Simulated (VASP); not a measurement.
```xyz
2
Lattice="1.3743 -2.3803 0.0000 1.3743 2.3803 0.0000 0.0000 0.0000 4.3324" Properties=species:S:1:pos:R:3 pbc="T T T"
Os     1.3743     0.7935     1.0831
Os     1.3743    -0.7935     3.2493
```

Level of theory: rev-vdW-DF2, VASP's PBE PAW potentials (set 64) (plane waves; VASP). Settings: 520 eV cut-off, Gaussian smearing of 0.050 eV, potentials Os.

Unless said otherwise, spin-orbit coupling is left out, though it shifts the bands of the heavy elements here.

Estimate the band gap (along the path) with the smallest direct gap where there is one.

| Quantity | Value |
|---|---|
| band gap (along the path) | none (metal, semimetal or under 0.01 eV) |

Total energies compare only between runs with the same potentials, cut-off and functional.

The compound is Os in the hcp structure. It was relaxed first.
